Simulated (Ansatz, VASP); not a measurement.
# Si2W: VASP beside Ansatz, part 2 of 2

Aim: how closely do two programs agree when they are given the same cell, functional and k mesh? The cell is taken from a series of runs on this material, whose earlier steps may have relaxed, scaled, displaced or heated it; both programs get it as it stands.

VASP 6.6.1 and Ansatz 0.2.0.

So far: Starting point; VASP: zone-centre phonons, LDA.

### Step 3. Ansatz: zone-centre phonons, LDA

Level of this step: Ansatz beside VASP: Kohn-Sham DFT, plane waves, LDA (Ansatz).

Ansatz runs on its PAW soft_1 files.

The same cell, functional (in two slightly different forms), mesh and smearing now go to Ansatz, which takes its cutoff from its data sets.

File input.yaml:

```yaml
crystal:
  lattice:
    - [-1.5698208649, 1.5698208649, 3.8411513296]
    - [1.5698208649, -1.5698208649, 3.8411513296]
    - [1.5698208649, 1.5698208649, -3.8411513296]
  atoms:
    - { symbol: Si, position: [0.3340482266, 0.3340482266, 0.0] }
    - { symbol: Si, position: [0.6659517734, 0.6659517734, 0.0] }
    - { symbol: W, position: [0.0, 0.0, 0.0] }
kpoints:
  mp_grid: { grid: [20, 20, 20] }
hamiltonian:
  xc: lda
  pseudopotentials: { kind: paw, azcp: { folder: soft_1 }, xc_functional: pbe }
scf:
  occupations: { method: methfessel_paxton, width: 0.2 }
output:
  eigenvalues: true
phonons:
  method: dfpt
```

Run with:

```console
$ ansatz run input.yaml --threads 4 --pin off --max-ram 10240MiB --backend cpu --events-out ev --progress --plain --runs-dir out
```

Numbers of over 12 decimals in the logs are rounded to 6 here.

The log of the run:

```text
zone centre: on kpoints.mp_grid the ground state, and the responses unless they are solved on pairs of k-points, stand on 1166 of the mesh's 8000 k-points, reduced under 4 symmetry operations, with k and −k counted as one. Each operation leaves every solved displacement unchanged or reverses it
Engine: ansatz 0.2.0, aarch64-unknown-linux-gnu
Pseudopotentials: kind: paw
Pseudopotential: Si, paw, valence charge 4, recommended cutoff 420 eV (normal), soft_1/Si.paw.azcp
Pseudopotential: W, paw, valence charge 14, recommended cutoff 420 eV (normal), soft_1/W.paw.azcp
Functional definition: SPW92
  exchange = slater_x
  correlation = pw_c
Crystal: 3 atoms, lattice volume = 37.864 Å³
Basis set: ecut = 420 eV, 761 PW (Γ), exchange–correlation on 60×60×60 points (8 copies of the dense FFT grid, shifted against one another)
Bands: 15, of which v1, the nominal top of the filled ones, is band 11 counted from 1 (10 counted from 0)
Symmetry: 16 space group operations
k-points: 1166 of 8000 (irreducible under 4 space group operations, time reversal used)
Non-local potential: Si, projectors of the file, l = 0: 2, l = 1: 2, l = 2: 1
Non-local potential: W, projectors of the file, l = 0: 3, l = 1: 2, l = 2: 2, l = 3: 1
PAW form: soft (Blöchl's): semilocal exchange-correlation on the pseudo side does not see the compensation charge
PAW frozen core: Si, regenerated for the run's functional, and the local potential with it (the file was generated under x = pbe(κ = 0.804, μ = 0.219515), c = pbe(β = 0.066725))
PAW frozen core: W, regenerated for the run's functional, and the local potential with it (the file was generated under x = pbe(κ = 0.804, μ = 0.219515), c = pbe(β = 0.066725))
PAW one-centre angular grid: Si, 110 points (default); XC on 64 Gauss nodes
PAW one-centre angular grid: W, 590 points (default); XC on 64 Gauss nodes
Initial density: superposition of atomic densities (chi_scale 0.1, normalization cell, long waves kept (reshape's long-wave potential 0.00 eV rms))
Initial wavefunctions: pseudopotential atomic-orbital guess
Functional: x = slater, c = lda
SCF iter   1: F=—  HF=-11349.516609 eV  |F-HF|=—  |Δ(HF+E_count)|=         —  Δρ=4.72e-2  dr2=7.48e-1  ethr=3.10e-3  ⟨swp⟩=5.5  Hψ=103683  notcnv=0
preconditioner: auto → Kerker (q_TF=auto, 2.492 Å⁻¹)  [metal: Δε(μ)=0.028 eV  Ē_g=8.677 eV  σ=0.200 eV  W_gap=0.12  n_scr=10 (ndim 8)  ℏωp=22.6 eV  f_vac=0.000  D(μ)=0.21/eV (n_scr^D=0)]
SCF iter   2: F=—  HF=-11349.320797 eV  |F-HF|=—  |Δ(HF+E_count)|=   1.96e-1  S|Δr|=    0.00e0  Δρ=2.58e-2  dr2=1.83e-1  ethr=3.10e-3  ⟨swp⟩=2.0  Hψ=30730  notcnv=0
SCF iter   3: F=—  HF=-11349.254401 eV  |F-HF|=—  |Δ(HF+E_count)|=   6.64e-2  S|Δr|=    0.00e0  Δρ=5.59e-3  dr2=9.31e-3  ethr=8.31e-4  ⟨swp⟩=2.8  Hψ=31201  notcnv=0
SCF iter   4: F=—  HF=-11349.251089 eV  |F-HF|=—  |Δ(HF+E_count)|=   3.31e-3  S|Δr|=    0.00e0  Δρ=4.86e-4  dr2=5.25e-5  ethr=4.23e-5  ⟨swp⟩=2.7  Hψ=26153  notcnv=0
SCF iter   5: F=—  HF=-11349.251074 eV  |F-HF|=—  |Δ(HF+E_count)|=   1.55e-5  S|Δr|=    0.00e0  Δρ=6.24e-5  dr2=1.32e-6  ethr=2.39e-7  ⟨swp⟩=2.7  Hψ=28833  notcnv=0
SCF iter   6: F=—  HF=-11349.251076 eV  |F-HF|=—  |Δ(HF+E_count)|=   1.81e-6  S|Δr|=    0.00e0  Δρ=1.10e-5  dr2=5.22e-8  ethr=6.02e-9  ⟨swp⟩=2.5  Hψ=25772  notcnv=0
SCF iter   7: F=—  HF=-11349.251076 eV  |F-HF|=—  |Δ(HF+E_count)|=   1.34e-8  S|Δr|=    0.00e0  Δρ=1.73e-6  dr2=1.53e-9  ethr=2.37e-10  ⟨swp⟩=2.4  Hψ=27441  notcnv=0
SCF iter   8: F=—  HF=-11349.251076 eV  |F-HF|=—  |Δ(HF+E_count)|=  4.15e-10  S|Δr|=    0.00e0  Δρ=2.09e-7  dr2=1.47e-11  ethr=6.93e-12  ⟨swp⟩=2.3  Hψ=24744  notcnv=0
SCF iter   9: F=-11349.251076 eV  HF=-11349.251076 eV  |F-HF|=3.64e-12  |Δ(HF+E_count)|=  5.46e-12  S|Δr|=    0.00e0  Δρ=2.17e-8  dr2=1.14e-13  ethr=1.00e-12  ⟨swp⟩=5.3  Hψ=73349  notcnv=0
the search or the solves at the SCF's close seem to have found levels that the self-consistency loop had missed (the run counts 2). By its estimate they hold under 1e-12 electrons; where the run keeps them, the occupations were computed again with them
SCF 1 converged in 9 iterations: F = -11349.251076 eV  dr2 = 1.14e-13
  greatest PAW one-centre occupation: 0.999 electrons in one spin orbital (limit 2), on the W atom at site 2 (counted from 0), in its partial waves of l = 0
DFPT response loops at Γ: preconditioner auto → Kerker (q_TF=auto, 2.492 Å⁻¹) (partly filled bands, converged f_vac=0.000); β = 1.00, the filter's whole step (`scf.mixing.beta` (0.50) is not read by the response loops under this deck's `scf.mixing.preconditioner`; to damp them name `kerker` or `kerker_dos`, under which they read `scf.mixing.beta`, and type it under 1.00, their step now; both keys bind the ground state too); Broyden in place of MSR1
SCF converged after 9 iterations
Stability not checked: this state was not tested for a lower state beside it, because cold or Methfessel-Paxton smearing, or corrected tetrahedra, fill the levels in a way that the test cannot read (fill_not_monotonic; see scf.lower_state_search)
Free energy (F): -11349.251076 eV
Harris-Foulkes:  -11349.251076 eV  (|F-HF|=3.64e-12)
Internal energy: -11349.251617 eV  (E = F + TS)
E sigma→0 (E₀):  -11349.251211 eV
Entropy (-TS):   0.000541 eV (0.180 meV/atom)
Fermi energy:    17.646392 eV
--- Per-component energies (eV) ---
  E_band       = -62.115275
  E_kinetic    = 520.588063
  E_local      = -848.859855  (includes V_loc(G=0)·N_el)
  E_nonlocal   = 27.021307
  E_hartree    = 374.291850
  E_xc         = -385.423844
  E_vxc        = -337.426818  (∫ρ·V_xc dr)
  E_paw        = -9295.016645  (= ΣΔE_a)
  E_vpaw       = -172.021887  (= ΣTr[D̂ρ^β])
  E_aug_tail   = 0.000213  (compensation charges beyond the density's cutoff)
  E_ewald      = -1742.304618
  E_core_change = 0.451911  (= ΣΔE_core)
  E_smearing   = 0.000541  (= −TS)
  E_closure    = 0.000000  (closes the sum)
  Σ components = -11349.251076   (vs F -11349.251076, Δ=0.00e0)
--- Band table (eV; the first three rows and the last of 1166) ---
  k-point 0: bands = [... 7 lower, 13.9938, 14.6435, 14.6435, 18.3505, 20.4271, 20.8198, 21.0233, 21.0233]
  k-point 1: bands = [... 7 lower, 14.0210, 14.4077, 15.0498, 17.9008, 20.6818, 20.7201, 21.0876, 21.1235]
  k-point 2: bands = [... 7 lower, 13.8315, 14.1042, 15.5854, 16.8852, 20.4627, 21.2624, 21.3342, 21.3855]
  k-point 1165: bands = [... 7 lower, 14.8709, 16.8741, 16.8741, 17.1007, 17.1007, 18.5493, 22.3381, 23.2092]
--- Phonons (Γ-DFPT): 4 representative perturbations + reference, on 1166 of 8000 k-points (Σ response iterations 12) ---
  k mesh reduced under 4 symmetry operations, with k and −k counted as one. Each operation leaves every solved displacement unchanged or reverses it
  ASR residual: 1.061e-5 → 0.000e0 eV/Å²; symmetrization residual: 1.078e-6 eV/Å²
  ASR residual per site (eV/Å²): 8.26e-6 8.26e-6 1.06e-5
  Γ frequencies (cm⁻¹): 0.00 0.00 0.00 286.74 286.74 333.48 368.80 368.80 475.52
  non-analytic LO–TO correction: not included (Born effective charges unavailable; polar crystals: no LO–TO splitting at Γ)
```

In the SCF lines HF is the Harris–Foulkes energy and dr2 the Hartree energy of the density residual, in eV; the loop may stop once dr2 is under the threshold and the program's other checks hold. Hψ counts applications of the Hamiltonian.

### Step 4. Side by side

Known differences besides the potentials themselves: the data sets hold 22 valence electrons in Ansatz (on its PAW soft_1 files) and 14 in VASP; the cutoff is 420 eV in Ansatz and 600 eV in VASP; VASP's log shows a relativistic correction to its local exchange, Ansatz's none. Total energies have different zeros and are not compared.

Both answers:

```tsv
quantity	Ansatz	VASP	difference
optical mode 1 to 2 (cm⁻¹)	286.7	289.4	-0.91 %
optical mode 3 (cm⁻¹)	333.5	336.1	-0.79 %
optical mode 4 to 5 (cm⁻¹)	368.8	370.9	-0.56 %
optical mode 6 (cm⁻¹)	475.5	478.1	-0.54 %
```

Modes are paired by rising frequency, not by their patterns, so a pair may set unlike modes beside each other; they are those without the splitting of longitudinal modes.

### Step 5. What came out

- r.m.s. difference of the optical zone-centre modes, each program's sorted by frequency (zone-centre phonons, LDA): 2.5 cm⁻¹
- difference in optical mode 1 to 2 (zone-centre phonons, LDA): -0.9 %

The r.m.s. difference of the optical zone-centre modes, each program's sorted by frequency is 2.5 cm⁻¹ (zone-centre phonons, LDA). The data sets hold unlike numbers of valence electrons (22 in Ansatz and 14 in VASP), so part of the differences comes from the potentials. Among the rows given in per cent, the largest difference of the zone-centre phonons, LDA pair is in optical mode 1 to 2, -0.9 %. Such differences can come from data sets, numerical settings and the points named under the comparisons, not from the functional's error against experiment.

[Lines on the potential files, build, host, timing and source positions are cut from VASP's logs without a mark.]

[Logs are printed without paths, hosts, clocks, repeated set-up lines and the standing remarks that a program may print on its own settings, such as how far it seeks lower states.]

[Hosts, paths, dates, database ids (printed as entryN), source tags and the programs' standing remarks are cut or masked in the printed files.]
